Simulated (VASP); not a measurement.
Here is the system:

```
CELL_PARAMETERS angstrom
      2.30451    -3.99153     0.00000
      2.30451     3.99153     0.00000
      0.00000     0.00000     7.49408
ATOMIC_POSITIONS crystal
  Mg 0.66667 0.33333 0.49975
  Mg 0.33333 0.66667 0.99975
  Te 0.66667 0.33333 0.87625
  Te 0.33333 0.66667 0.37625
```

Computed with PBE GGA, VASP's PBE PAW potentials (set 64) (plane waves; VASP). Settings: 350 eV cut-off, Gaussian smearing of 0.050 eV, potentials Mg Te.

Unless said otherwise, spin-orbit coupling is left out, though it shifts the bands of the heavy elements here.

Problem. Give the energies of bands 3 to 11 at the high-symmetry points, in eV from the valence-band maximum.

Solution. 
```csv
band,Γ,M,K,A,L,H
3,-3.16,-3.00,-2.51,-1.96,-3.08,-2.89
4,-0.48,-2.55,-2.51,-1.96,-3.08,-2.89
5,-0.48,-1.90,-2.27,-0.26,-0.86,-1.86
6,-0.01,-1.19,-1.36,-0.26,-0.86,-1.86
7,-0.01,-0.96,-1.36,-0.26,-0.86,-0.61
8,0.00,-0.43,-1.32,-0.26,-0.86,-0.61
9,2.36,3.17,3.58,3.38,3.21,3.85
10,2.92,3.83,5.57,3.38,3.21,3.85
11,5.24,4.25,5.57,5.50,4.25,5.14
```

The gap is direct, 2.36 eV, from the valence maximum at Γ to the conduction minimum at Γ.

The compound is MgTe in the wurtzite structure. It was relaxed first.
